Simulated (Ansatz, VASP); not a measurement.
# Li4TeO5 (Li4TeO5 (P-1)): VASP beside Ansatz, part 2 of 2

One calculation is typed for both programs; each brings its own data sets. How far apart do they land? Of the first pair: The structure shown is the start of the Ansatz relaxation below; VASP solves that cell, so the two are compared at the walk's first step.

VASP 6.6.1 and Ansatz 0.2.0.

So far. Step 3 (VASP: single point, PBEsol, start cell, pair 1): The run ends at a pressure of 1.35 GPa, with forces up to 7.0 eV/Å.

**5. Ansatz: relaxation, PBEsol**

Level of this step: Ansatz beside VASP: Kohn-Sham DFT, plane waves, PBEsol (Ansatz).

This run makes the geometry at which the two programs are then compared.

The structure compared here is the end of the Ansatz relaxation.

Contents of input.yaml:

```yaml
crystal:
  lattice:
    - [10.2209602822, -0.0012269107, -0.0003648986]
    - [-2.0915641107, 10.12863549, 0.0041404348]
    - [-3.2349738241, -5.4902455656, 14.1582282498]
  atoms:
    - { symbol: Li, position: [0.2119536706, 0.4015763603, 0.1589784746] }
    - { symbol: Li, position: [0.2880463295, 0.0984236397, 0.3410215254] }
    - { symbol: Li, position: [0.0, 0.0, 0.25] }
    - { symbol: Li, position: [0.25, 0.0, 0.0] }
    - { symbol: Li, position: [0.1137715204, 0.1965537506, 0.4438115146] }
    - { symbol: Li, position: [0.3862284796, 0.3034462494, 0.0561884854] }
    - { symbol: Li, position: [0.1479828158, 0.3067443732, 0.3020091926] }
    - { symbol: Li, position: [0.3520171842, 0.1932556268, 0.1979908074] }
    - { symbol: Te, position: [0.44554753, 0.3945584032, 0.3939558063] }
    - { symbol: Te, position: [0.05445247, 0.1054415968, 0.1060441937] }
    - { symbol: O, position: [0.2873422851, 0.3045785825, 0.4235426634] }
    - { symbol: O, position: [0.2126577149, 0.1954214175, 0.0764573366] }
    - { symbol: O, position: [0.0253199641, 0.281599221, 0.1655034672] }
    - { symbol: O, position: [0.4746800359, 0.218400779, 0.3344965328] }
    - { symbol: O, position: [0.0666531512, 0.4148653883, 0.022236088] }
    - { symbol: O, position: [0.4333468488, 0.0851346117, 0.477763912] }
    - { symbol: O, position: [0.109914301, 0.495319717, 0.375198662] }
    - { symbol: O, position: [0.390085699, 0.004680283, 0.124801338] }
    - { symbol: O, position: [0.1686085866, 0.091427727, 0.2142142267] }
    - { symbol: O, position: [0.3313914134, 0.408572273, 0.2857857732] }
    - { symbol: Li, position: [0.2119536706, 0.4015763603, 0.6589784746] }
    - { symbol: Li, position: [0.2880463295, 0.0984236397, 0.8410215254] }
    - { symbol: Li, position: [0.0, 0.0, 0.75] }
    - { symbol: Li, position: [0.25, 0.0, 0.5] }
    - { symbol: Li, position: [0.1137715204, 0.1965537506, 0.9438115146] }
    - { symbol: Li, position: [0.3862284796, 0.3034462494, 0.5561884854] }
    - { symbol: Li, position: [0.1479828158, 0.3067443732, 0.8020091926] }
    - { symbol: Li, position: [0.3520171842, 0.1932556268, 0.6979908074] }
    - { symbol: Te, position: [0.44554753, 0.3945584032, 0.8939558063] }
    - { symbol: Te, position: [0.05445247, 0.1054415968, 0.6060441937] }
[... 124 atom lines left out ...]
    - { symbol: O, position: [0.5666531512, 0.9148653883, 0.522236088] }
    - { symbol: O, position: [0.9333468488, 0.5851346117, 0.977763912] }
    - { symbol: O, position: [0.609914301, 0.995319717, 0.875198662] }
    - { symbol: O, position: [0.890085699, 0.504680283, 0.624801338] }
    - { symbol: O, position: [0.6686085866, 0.591427727, 0.7142142268] }
    - { symbol: O, position: [0.8313914134, 0.908572273, 0.7857857732] }
basis:
  ecutwfc: 420
  xc_grid: 2
hamiltonian:
  xc: pbesol
kpoints:
  mp_grid: { grid: [1, 1, 1] }
scf:
  occupations: { method: fermi_dirac, width: 0.01 }
  max_iter: 80
output:
  forces: true
relax:
  f_tol: 0.01
  max_steps: 120
  random_displacement: { amplitude: 0.08, seed: 57 }
checkpoint:
  write: "../pristine.rattled.run"
  compress: false
  write_wavefunctions: false
  write_every: 100000
```

Run with:

```console
$ ansatz run input.yaml --threads 4 --pin off --max-ram 15073MiB --backend cpu --events-out ev --progress --plain --runs-dir out
```

Numbers of over 12 decimals in the logs are rounded to 6 here.

The log of the run:

```text
[...]
Crystal: 160 atoms, lattice volume = 1465.902 Å³
Basis set: ecut = 420 eV, 28641 PW (Γ), exchange–correlation on 144×144×216 points (8 copies of the dense FFT grid, shifted against one another)
Bands: 624, of which v1, the nominal top of the filled ones, is band 464 counted from 1 (463 counted from 0)
Symmetry: 1 space group operations
k-points: 1
[...]
SCF iter   1: F=—  HF=-168362.826021 eV  |F-HF|=—  |Δ(HF+E_count)|=         —  Δρ=1.34e-2  dr2=2.09e0  ethr=1.77e-3  ⟨swp⟩=5.0  Hψ=2467  notcnv=0  defer=142
[...]
- { symbol: Li, position: [0.613762, 0.696547, 0.944272] }
    - { symbol: Li, position: [0.886069, 0.803276, 0.556567] }
    - { symbol: Li, position: [0.648065, 0.806415, 0.802260] }
    - { symbol: Li, position: [0.851756, 0.692993, 0.698214] }
    - { symbol: Te, position: [0.945423, 0.894314, 0.894192] }
    - { symbol: Te, position: [0.554163, 0.605290, 0.606332] }
[...]
- { symbol: O, position: [0.609653, 0.994626, 0.875154] }
    - { symbol: O, position: [0.889705, 0.504347, 0.624965] }
    - { symbol: O, position: [0.668283, 0.591508, 0.714591] }
    - { symbol: O, position: [0.831258, 0.908299, 0.786031] }
```

**6. VASP: single point, PBEsol, relaxed cell, pair 2**

The same cell, functional, mesh and smearing now go to VASP, with its own data sets.

Contents of INCAR:

```
SYSTEM = Li4TeO5
PREC = Accurate
ENCUT = 650
EDIFF = 1E-06
NELM = 120
ISMEAR = -1
SIGMA = 0.01
LREAL = Auto
ALGO = Normal
GGA = PS
NBANDS = 496
LORBIT = 11
LWAVE = .FALSE.
LCHARG = .FALSE.
ISIF = 2
LASPH = .TRUE.
GGA_COMPAT = .FALSE.
EFERMI = MIDGAP
```

Contents of POSCAR:

```
Li4TeO5
1.0
   10.2209602822     -0.0012269107     -0.0003648986
   -2.0915641107     10.1286354900      0.0041404348
   -3.2349738241     -5.4902455656     14.1582282498
Li Te O
64 16 80
Direct
    0.2117418006      0.4012604870      0.1592813352
    0.2883690195      0.0980096844      0.3412703803
    0.9999399186      0.9999011799      0.2503411582
    0.2498490061      0.9996244206      0.0001258095
    0.1137488926      0.1961675351      0.4439302545
    0.3860908073      0.3033830341      0.0567447132
    0.1478033380      0.3063897783      0.3022565357
    0.3520843700      0.1927285694      0.1983035649
    0.2115979899      0.4013051181      0.6592130533
    0.2881856168      0.0980489471      0.8411503815
    0.9998589674      0.0000479814      0.7503512100
    0.2498647254      0.9996297037      0.5001412852
    0.1136823725      0.1962451605      0.9439479199
    0.3861700980      0.3035694360      0.5568800725
    0.1477560642      0.3064590694      0.8022399545
    0.3520656738      0.1929228086      0.6982363590
    0.2116049053      0.9011477869      0.1591025347
    0.2876623892      0.5979645269      0.3412440088
    0.9996874762      0.4992045629      0.2500103852
    0.2496512565      0.4996205577      0.0002295773
    0.1134405336      0.6959490860      0.4437882743
    0.3857859231      0.8027092822      0.0561117014
    0.1477682824      0.8062285278      0.3021342101
    0.3514936098      0.6928868901      0.1981167937
    0.2115218547      0.9012138497      0.6589767834
    0.2873902906      0.5980202213      0.8411955434
    0.9995502384      0.4992827117      0.7499860457
    0.2496729639      0.4996427950      0.5002310474
    0.1133685723      0.6960716435      0.9438287506
    0.3857901340      0.8028645941      0.5561750507
[... 124 atom lines left out ...]
    0.5664889791      0.9143612144      0.5222819189
    0.9329486683      0.5846011775      0.9778699581
    0.6096530410      0.9946259786      0.8751543507
    0.8897047336      0.5043470721      0.6249651488
    0.6682833965      0.5915082447      0.7145906133
    0.8312580641      0.9082985022      0.7860308664
```

Contents of KPOINTS:

```
Automatic mesh
0
Gamma
1 1 1
0 0 0
```

Potentials, in the order of the species: Li_sv, Te and O (PBE family, release 64).

Run with:

```console
$ export OMP_NUM_THREADS=3
$ mpirun -np 1 vasp_gam
```

The log of the run:

```text
[banner, memory and clock lines left out]
running    1 mpi-ranks, on    1 nodes
[...]
Offloading initialized ...    1 GPUs detected
[...]
[... a notice as in an earlier step ...]

 LDA part: xc-table for (Slater+PW92), standard interpolation
 POSCAR, INCAR and KPOINTS ok, starting setup
[...]
entering main loop
       N       E                     dE             d eps       ncg     rms          rms(c)
DAV:   1     0.113745661649E+05    0.11375E+05   -0.47482E+05  1016   0.204E+03
DAV:   2     0.399851899183E+03   -0.10975E+05   -0.10335E+05  1272   0.547E+02
DAV:   3    -0.887046094017E+03   -0.12869E+04   -0.12702E+04  1264   0.186E+02
DAV:   4    -0.100417924702E+04   -0.11713E+03   -0.11643E+03  1624   0.449E+01
[...]
DAV:  15    -0.890110108935E+03   -0.15779E-04   -0.16761E-04  1280   0.200E-02    0.488E-02
DAV:  16    -0.890110108936E+03   -0.99681E-09   -0.18773E-05  1528   0.650E-03    0.368E-02
DAV:  17    -0.890110109884E+03   -0.94723E-06   -0.30642E-06   928   0.419E-03
   1 F= -.89011011E+03 E0= -.89011011E+03  d E =0.000000E+00
```

Parts of OUTCAR (step 6):

```text
  Total        0.6310672     -0.2463962     -1.5721053      0.3399108     -0.0379201     -0.2126090
  in kB        0.6897335     -0.2693021     -1.7182541      0.3715102     -0.0414453     -0.2323739
  external PRESSURE =      -0.4326075 kB  Pullay stress =       0.0000000 kB

  FREE ENERGIE OF THE ION-ELECTRON SYSTEM (eV)
  ---------------------------------------------------
  free  energy   TOTEN  =      -890.1101098836 eV

  energy  without entropy=     -890.1101098836  energy(sigma->0) =     -890.11010988

[... 1 part as in an earlier step ...]

[... 1 further part left out ...]
[key lines of the parts left out:]
E-fermi :   4.8567
```

The run ends at a pressure of -0.04 GPa, with forces up to 0.10 eV/Å.

**7. Differences**

What differs besides the data sets and the points named for the pairs above, as far as they apply: the data sets hold 928 valence electrons in Ansatz (on its default PAW (the set named soft_2) files) and 768 in VASP. Total energies have different zeros and are not compared.

Compared:

| quantity | Ansatz | VASP | difference |
| --- | --- | --- | --- |
| gap on the k mesh (eV) | 2.994 | 2.960 | +0.034 |

Forces on 7 of the 160 atoms, those with the largest forces and the largest differences (eV/Å; atoms numbered as in POSCAR):

| atom | Ansatz x, y, z | VASP x, y, z |
| --- | --- | --- |
| O83 | 0.000, 0.000, 0.000 | -0.047, 0.082, 0.039 |
| O94 | 0.001, 0.000, 0.000 | 0.047, -0.081, -0.040 |
| O103 | 0.000, 0.000, 0.001 | -0.046, 0.082, 0.040 |
| O113 | 0.000, 0.000, 0.000 | -0.045, 0.081, 0.039 |
| O123 | 0.000, 0.000, 0.000 | -0.046, 0.082, 0.039 |
| O133 | -0.001, 0.000, 0.000 | -0.047, 0.083, 0.040 |
| O143 | -0.001, 0.001, 0.001 | -0.046, 0.081, 0.040 |

The forces differ by 34 meV/Å r.m.s., where the r.m.s. force is 0.001 eV/Å in Ansatz and 0.034 eV/Å in VASP: the atoms lie near their places of rest in Ansatz, so a percentage would say little (all taken over all components). A gap on the mesh is an upper bound, since the band edges may lie between its points.

**8. Summary of results**

| Item | Value |
| --- | --- |
| r.m.s. force difference (single point, PBEsol, start cell, pair 1) | 5.1 % of the r.m.s. force |
| r.m.s. force difference (single point, PBEsol, relaxed cell, pair 2) | 34 meV/Å |

**Reading.** The r.m.s. force difference is 34 meV/Å (single point, PBEsol, relaxed cell, pair 2), beyond the 12 meV/Å picked in this series as the mark of a large difference. The data sets hold unlike numbers of valence electrons (928 in Ansatz and 768 in VASP), so part of the differences comes from the potentials. What causes the difference of the single point, PBEsol, start cell, pair 1 pair stays open here. What causes the difference of the single point, PBEsol, relaxed cell, pair 2 pair stays open here. Such differences can come from data sets, numerical settings and the points named under the comparisons, not from the functional's error against experiment.

[Lines on the potential files, build, host, timing and source positions are cut from VASP's logs without a mark.]

[Logs are printed without paths, hosts, clocks, repeated set-up lines and the standing remarks that a program may print on its own settings, such as how far it seeks lower states.]

[Hosts, paths, dates, database ids (printed as entryN), source tags and the programs' standing remarks are cut or masked in the printed files.]
